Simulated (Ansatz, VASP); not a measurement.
# Al2O3 (Corundum): VASP beside Ansatz, part 2 of 2

Aim: how closely do two programs agree when they are given the same cell, functional and k mesh? The cell is taken from a series of VASP runs on this material, whose earlier steps may have relaxed, scaled or displaced it; both programs get it as it stands.

VASP 6.6.1 and Ansatz 0.2.0.

So far. Step 3 (VASP: band structure, LDA): The run ends at a pressure of 0.07 GPa, with forces up to 0.0065 eV/Å.

## (4) Differences

Known differences besides the potentials themselves: the two LDA forms differ slightly; the cutoff is 420 eV in Ansatz and 520 eV in VASP; VASP's log shows a relativistic correction to its local exchange, Ansatz's none. Total energies have different zeros and are not compared.

The two programs side by side:

| quantity | Ansatz | VASP | difference |
| --- | --- | --- | --- |
| pressure (GPa) | -0.76 | 0.07 | -0.83 |
| pressure without Ansatz's Pulay correction (GPa) | -1.96 | 0.07 | -2.04 |
| gap over the path points (eV) | 6.395 | 6.404 | -0.009 |

Levels at points of the path, from each program's valence-band top (eV; 4 filled, then empty):

| k (reciprocal lattice) | Ansatz | VASP |
| --- | --- | --- |
| 0.000 0.000 0.000 | -0.52 -0.04 -0.04 0.00 6.39 9.09 10.78 | -0.52 -0.04 -0.04 0.00 6.40 9.07 10.76 |
| 0.136 0.000 0.000 | -0.68 -0.30 -0.07 -0.04 6.82 9.44 10.45 | -0.68 -0.30 -0.07 -0.04 6.83 9.42 10.43 |
| 0.318 0.000 0.000 | -0.86 -0.55 -0.23 -0.18 8.17 9.87 10.15 | -0.86 -0.54 -0.23 -0.18 8.18 9.85 10.13 |
| 0.500 0.000 0.000 | -0.94 -0.94 -0.28 -0.28 9.45 9.45 9.73 | -0.94 -0.94 -0.28 -0.28 9.45 9.45 9.72 |
| 0.500 0.043 -0.043 | -0.92 -0.92 -0.29 -0.29 9.45 9.45 9.74 | -0.92 -0.92 -0.29 -0.29 9.44 9.44 9.73 |
| 0.500 0.128 -0.128 | -0.87 -0.87 -0.34 -0.34 9.40 9.40 9.90 | -0.87 -0.87 -0.33 -0.33 9.39 9.39 9.89 |
| 0.500 0.213 -0.213 | -0.89 -0.89 -0.46 -0.46 9.59 9.59 10.13 | -0.89 -0.89 -0.46 -0.46 9.58 9.58 10.12 |
| 0.742 0.500 0.258 | -0.87 -0.87 -0.60 -0.60 9.88 9.88 10.12 | -0.87 -0.87 -0.60 -0.60 9.87 9.87 10.11 |
| 0.645 0.500 0.355 | -0.93 -0.93 -0.58 -0.58 9.53 9.53 10.69 | -0.94 -0.94 -0.58 -0.58 9.53 9.53 10.68 |
| 0.548 0.500 0.452 | -0.48 -0.48 -0.42 -0.42 8.85 8.85 11.00 | -0.48 -0.48 -0.41 -0.41 8.85 8.85 10.98 |

At this near-relaxed geometry the largest component of a force difference is 11 meV/Å. Among the levels compared at these points, filled levels agree within 2 meV and empty ones within 29 meV. Ansatz's pressure holds a Pulay correction of 1.20 GPa; VASP's holds none.

## (5) VASP: single point, LDA

A single point gives forces, pressure and levels at one fixed geometry, so differences don't come from the geometry; what else differs is listed under the comparison.

Contents of INCAR:

```
SYSTEM = Al2O3
PREC = Accurate
ENCUT = 520
EDIFF = 1E-06
NELM = 100
ISMEAR = -5
SIGMA = 0.05
LREAL = .FALSE.
ALGO = Normal
GGA = CA
NBANDS = 48
LORBIT = 11
LWAVE = .FALSE.
LCHARG = .FALSE.
KPAR = 8
NEDOS = 2001
```

Contents of POSCAR:

```
Al2O3
1.0
    2.3670620062      1.3666238864      4.3008486415
   -2.3670620062      1.3666238864      4.3008486415
    0.0000000000     -2.7332477729      4.3008486415
Al O
4 6
Direct
    0.3519681835      0.3519681835      0.3519681835
    0.1480318165      0.1480318165      0.1480318165
    0.6480318165      0.6480318165      0.6480318165
    0.8519681835      0.8519681835      0.8519681835
    0.5557658886      0.9442341114      0.2500000000
    0.2500000000      0.5557658886      0.9442341114
    0.9442341114      0.2500000000      0.5557658886
    0.4442341114      0.0557658886      0.7500000000
    0.7500000000      0.4442341114      0.0557658886
    0.0557658886      0.7500000000      0.4442341114
```

Contents of KPOINTS:

```
Automatic mesh
0
Gamma
9 9 9
0 0 0
```

PAW data sets: Al and O (LDA family, release 64).

Run with:

```
mpirun -np 8 vasp_std
```

Numbers of over 12 decimals in the logs are rounded to 6 here.

The log of the run:

```text
[banner, memory and clock lines left out]
running    8 mpi-ranks, on    1 nodes
[...]
[... a notice as in an earlier step ...]

 LDA part: xc-table for (Slater(with rela. corr.)+CA(PZ))
 , standard interpolation
 POSCAR, INCAR and KPOINTS ok, starting setup
[...]
entering main loop
       N       E                     dE             d eps       ncg     rms          rms(c)
DAV:   1     0.175236125530E+03    0.17524E+03   -0.24147E+04  8176   0.956E+02
DAV:   2    -0.810794343142E+02   -0.25632E+03   -0.24740E+03  9824   0.235E+02
DAV:   3    -0.915135385913E+02   -0.10434E+02   -0.10375E+02  9984   0.433E+01
DAV:   4    -0.915739278299E+02   -0.60389E-01   -0.60382E-01  9208   0.377E+00
[...]
DAV:  10    -0.831046330379E+02   -0.10906E-03   -0.38779E-04  8992   0.888E-02    0.619E-02
DAV:  11    -0.831046183332E+02    0.14705E-04   -0.68681E-05  9456   0.440E-02    0.224E-02
DAV:  12    -0.831046180554E+02    0.27786E-06   -0.27151E-06  9168   0.907E-03
   1 F= -.83104618E+02 E0= -.83104618E+02  d E =0.000000E+00
```

Parts of OUTCAR (step 5):

```text
  Total        0.0445185      0.0445185      0.0241347      0.0000000     -0.0000000      0.0000000
  in kB        0.8544516      0.8544516      0.4632216      0.0000000     -0.0000000      0.0000000
  external PRESSURE =       0.7240416 kB  Pullay stress =       0.0000000 kB

 POSITION                                       TOTAL-FORCE (eV/Angst)
 -----------------------------------------------------------------------------------
      0.00000     -0.00000      4.54129        -0.000000     -0.000000      0.006481
      0.00000     -0.00000      1.90999        -0.000000      0.000000     -0.006481
      0.00000     -0.00000      8.36126        -0.000000      0.000000     -0.006481
      0.00000     -0.00000     10.99256        -0.000000     -0.000000      0.006481
     -0.91953      1.36662      7.52649         0.000411     -0.000000     -0.000000
     -0.72377     -1.47965      7.52649        -0.000206      0.000356      0.000000
      1.64330      0.11302      7.52649        -0.000206     -0.000356      0.000000
      0.91953     -1.36662      5.37606        -0.000411     -0.000000     -0.000000
      0.72377      1.47965      5.37606         0.000206     -0.000356      0.000000
     -1.64330     -0.11302      5.37606         0.000206      0.000356      0.000000
 -----------------------------------------------------------------------------------
    total drift:                                0.000000      0.000000     -0.000000

  FREE ENERGIE OF THE ION-ELECTRON SYSTEM (eV)
  ---------------------------------------------------
  free  energy   TOTEN  =       -83.1046180554 eV

  energy  without entropy=      -83.1046180554  energy(sigma->0) =      -83.10461806

[... 1 part as in an earlier step ...]

[... 2 further parts left out ...]
[key lines of the parts left out:]
E-fermi :   6.0382
```

The gap is read on the k-mesh alone, so it is an upper bound where the band edges lie off the mesh.

## (6) Ansatz: single point, LDA

The same cell, functional (in two slightly different forms), mesh and smearing now go to Ansatz, which takes its cutoff from its data sets.

The cell is taken from a series of VASP runs on this material, whose earlier steps may have relaxed, scaled or displaced it; both programs get it as it stands.

Contents of input.yaml:

```yaml
crystal:
  lattice:
    - [2.3670620062, 1.3666238864, 4.3008486415]
    - [-2.3670620062, 1.3666238864, 4.3008486415]
    - [0.0, -2.7332477729, 4.3008486415]
  atoms:
    - { symbol: Al, position: [0.3519681835, 0.3519681835, 0.3519681835] }
    - { symbol: Al, position: [0.1480318165, 0.1480318165, 0.1480318165] }
    - { symbol: Al, position: [0.6480318165, 0.6480318165, 0.6480318165] }
    - { symbol: Al, position: [0.8519681835, 0.8519681835, 0.8519681835] }
    - { symbol: O, position: [0.5557658886, 0.9442341114, 0.25] }
    - { symbol: O, position: [0.25, 0.5557658886, 0.9442341114] }
    - { symbol: O, position: [0.9442341114, 0.25, 0.5557658886] }
    - { symbol: O, position: [0.4442341114, 0.0557658886, 0.75] }
    - { symbol: O, position: [0.75, 0.4442341114, 0.0557658886] }
    - { symbol: O, position: [0.0557658886, 0.75, 0.4442341114] }
hamiltonian:
  xc: lda
  pseudopotentials: { kind: paw }
kpoints:
  mp_grid: { grid: [9, 9, 9] }
scf:
  occupations: { method: tetrahedron }
output:
  forces: true
  stress: true
```

Run with:

```
ansatz run input.yaml --threads 4 --pin off --max-ram 9216MiB --backend cpu --events-out ev --progress --plain --runs-dir out
```

The log of the run:

```text
Warning: output.forces, output.stress, relax.cell or npt_langevin: where a Kohn–Sham band that disperses or a degenerate level is filled in part under the method tetrahedron, the forces or the stress that this run publishes need not agree with its energy (scf.occupations.method in the input reference, under Limitations); prefer a smearing scheme for the forces or the stress
[...]
k-point 0: bands = [... 20 lower, 7.1069, 7.5869, 7.5869, 7.6281, 14.0234, 16.7175, 18.4054, 19.1718, ... 6 higher]
  k-point 1: bands = [... 20 lower, 6.9924, 7.3910, 7.5730, 7.6029, 14.3153, 16.9556, 18.1540, 18.9524, ... 6 higher]
  k-point 2: bands = [... 20 lower, 6.8516, 7.1971, 7.4982, 7.5340, 15.0342, 17.5494, 17.8035, 18.4373, ... 6 higher]
  k-point 84: bands = [... 20 lower, 7.0820, 7.0935, 7.1740, 7.2173, 16.4725, 16.6316, 18.5852, 18.6240, ... 6 higher]
[key lines of the parts left out:]
SCF converged after 6 iterations
Free energy (F): -5399.856038 eV
Fermi energy:    7.628088 eV
P = ⅓ Tr σ = -0.7598 GPa (-7.598 kbar)
```

The job ended after 2.6 s (4 threads of Intel Xeon Platinum 8375C at 2.90GHz (Ice Lake), shared host; peak memory 0.54 GiB; 9.8 s of CPU time).

The run ends at a pressure of -0.76 GPa, with forces up to 0.018 eV/Å.

## (7) Differences

Both answers:

| quantity | Ansatz | VASP | difference |
| --- | --- | --- | --- |
| pressure (GPa) | -0.76 | 0.07 | -0.83 |
| pressure without Ansatz's Pulay correction (GPa) | -1.96 | 0.07 | -2.04 |
| gap on the k mesh (eV) | 6.395 | 6.404 | -0.009 |

At this near-relaxed geometry the largest component of a force difference is 11 meV/Å. A gap on the mesh is an upper bound, since the band edges may lie between its points. Ansatz's pressure holds a Pulay correction of 1.20 GPa; VASP's holds none.

## (8) Summary of results

| Property | Result |
| --- | --- |
| difference in gap over the path points (band structure, LDA) | -0.0088 eV |
| difference in pressure (band structure, LDA) | -0.83 GPa |
| difference in gap on the k mesh (single point, LDA) | -0.0087 eV |
| difference in pressure (single point, LDA) | -0.83 GPa |

What this shows: The difference in pressure is -0.83 GPa (band structure, LDA), within the 1 GPa picked in this series as the mark of a large difference. How closely two codes agree says nothing of how well the functional describes the real material.

[Lines on the potential files, build, host, timing and source positions are cut from VASP's logs without a mark.]

[Logs are printed without paths, hosts, clocks, repeated set-up lines and the standing remarks that a program may print on its own settings, such as how far it seeks lower states.]

[Hosts, paths, dates, database ids (printed as entryN), source tags and the programs' standing remarks are cut or masked in the printed files.]
